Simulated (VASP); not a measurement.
# Sr2C in VASP: how settings move the LDA relaxation

The LDA relaxation of Sr2C built on the antifluorite prototype is repeated with altered inputs. Which of them can be trusted? This is a trial cell built on a prototype, not taken from a measured structure, and it needn't be the compound's ground state.

Program: VASP 6.6.1. PAW datasets, plane waves. No spin polarisation. The prototype was imposed, so other structures may be more stable.

### 1 The structure to begin with

The cell comes from an earlier relaxation with PBE in another program.

This is the cell as the run starts from it, not yet at rest; its lengths are not the crystal's.

It is cubic, Fm-3m (No. 225); conventional cell a = 6.740 Å, 25.52 Å³ an atom. Around C lie 8 Sr at 2.92 Å; around Sr lie 4 C at 2.92 Å.

Coordinates:

```
CELL_PARAMETERS angstrom
0.00000 3.37009 3.37009
3.37009 0.00000 3.37009
3.37009 3.37009 0.00000
ATOMIC_POSITIONS crystal
C 0.00000 0.00000 0.00000
Sr 0.25000 0.25000 0.25000
Sr 0.75000 0.75000 0.75000
```

The LDA run on sound settings gave: energy (σ→0) -12.3404 eV, final volume 23.203 Å³/atom.

### 2 Try 1

Input file INCAR:

```
ENCUT = 600.000000
SIGMA = 0.020000
EDIFF = 1.00e-07
EDIFFG = -5.00e-03
GGA = CA
PREC = Accurate
IBRION = 2
ISIF = 3
ISMEAR = -1
NBANDS = 19
NELM = 120
NSW = 40
LASPH = .TRUE.
LCHARG = .FALSE.
LWAVE = .FALSE.
LREAL = .FALSE.
PSTRESS = 100
```

Input file KPOINTS:

```
KPOINTS created by Atomic Simulation Environment
0
Gamma
6 6 6
0 0 0
```

Input file POSCAR:

```
C  Sr
 1.0000000000000000
     0.0000000000000000    3.3700852212401462    3.3700852212401462
     3.3700852212401462    0.0000000000000000    3.3700852212401462
     3.3700852212401462    3.3700852212401462    0.0000000000000000
 C   Sr
   1   2
Cartesian
  0.0000000000000000 -0.0000000000000000 -0.0000000000000000
  1.6850426106200731  1.6850426106200731  1.6850426106200731
  5.0551278318602195  5.0551278318602195  5.0551278318602195
```

Potentials: the recommended LDA PAW datasets, 24 valence electrons in the neutral cell.

On the command line:

```console
> mpirun -np 1 vasp_std
```

### 3 Try 2

Input file INCAR:

```
ENCUT = 600.000000
SIGMA = 0.020000
EDIFF = 1.00e-07
GGA = CA
PREC = Accurate
IBRION = 2
ISIF = 3
ISMEAR = -1
NBANDS = 19
NELM = 120
NSW = 40
LASPH = .TRUE.
LCHARG = .FALSE.
LWAVE = .FALSE.
LREAL = .FALSE.
EDIFFG = 0.0001
```

Input file KPOINTS:

```
KPOINTS created by Atomic Simulation Environment
0
Gamma
6 6 6
0 0 0
```

Input file POSCAR:

```
C  Sr
 1.0000000000000000
     0.0000000000000000    3.3700852212401462    3.3700852212401462
     3.3700852212401462    0.0000000000000000    3.3700852212401462
     3.3700852212401462    3.3700852212401462    0.0000000000000000
 C   Sr
   1   2
Cartesian
  0.0000000000000000 -0.0000000000000000 -0.0000000000000000
  1.6850426106200731  1.6850426106200731  1.6850426106200731
  5.0551278318602195  5.0551278318602195  5.0551278318602195
```

Before running it: what results should come out? Wanted: for each run, changed; ending; energy change; volume; electronic steps; usable.

As calculated:

| run | changed | ending | energy change (meV/atom) | volume (Å³/atom) | electronic steps | time | usable |
| --- | --- | --- | --- | --- | --- | --- | --- |
| ref. | – | converged | 0 | 23.203 | – | – | yes |
| 1 | PSTRESS = 100 | converged | – | 19.759 | 38 | 1.7 min | yes |
| 2 | EDIFFG = 0.0001 | converged | -0.6 | 23.203 | 35 | 1.7 min | yes |

What this shows: Of 2 altered inputs, 2 gave usable results. «EDIFFG = 0.0001» moves the energy by -0.6 meV/atom.
